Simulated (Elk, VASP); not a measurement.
Input for VASP

POSCAR:
```
Co
1
    1.2550000000    -2.1737240000     0.0000000000
    1.2550000000     2.1737240000     0.0000000000
    0.0000000000     0.0000000000     4.0700000000
Co
2
Direct
  0.3333330000   0.6666670000   0.2500000000
  0.6666670000   0.3333330000   0.7500000000
```

**KPOINTS**
```
kpoints
0
gamma
  13 13 7
0 0 0
```

### INCAR
```
# general
SYSTEM  = Co
PREC    = Accurate
ENCUT   = 300
LREAL   = .FALSE.
LASPH   = .TRUE.

# electronic loop
EDIFF   = 1E-6
NELM    = 100
ALGO    = Normal
LMAXMIX = 4

# smearing
ISMEAR  = -1
SIGMA   = 0.136

# spin
ISPIN   = 2
MAGMOM  = 2.0 2.0

# ions
ISIF    = 2

# output
LWAVE   = .FALSE.
LCHARG  = .FALSE.
LORBIT  = 11
```

POTCAR, in this order: Co (LDA.64 set). Program: vasp_std.

**Question.** Translate it to Elk.

**Answer.** One input that does it (LDA (PW92), all-electron FP-LAPW, Elk's shipped species files, default APW+lo basis):
```
tasks
  0

spinpol
  .true.

reducebf
  0.8

rmtscf
  0.92

nempty
  8

swidth
  0.00499791

maxscl
  100

avec
    2.3716062845   -4.1077425803    0.0000000000
    2.3716062845    4.1077425803    0.0000000000
    0.0000000000    0.0000000000    7.6911853272

atoms
  1
  'Co.in'
  2
  0.3333333333  0.6666666667  0.2500000000    0.0 0.0 -2.0
  0.6666666667  0.3333333333  0.7500000000    0.0 0.0 -2.0

ngridk
  13 13 7
```
Both are inputs of real runs that ended normally. What can't carry over is the choice of potentials or basis and its cut-off, and each code's defaults.

VASP also gives the stress here, which the Elk input doesn't ask for.

VASP's LDA is the Perdew-Zunger fit; the other code's may be Perdew-Wang, which differs slightly.

The structure is a typed Co crystal (P6_3/mmc). The cell was not relaxed at this level, and it may have been scaled.
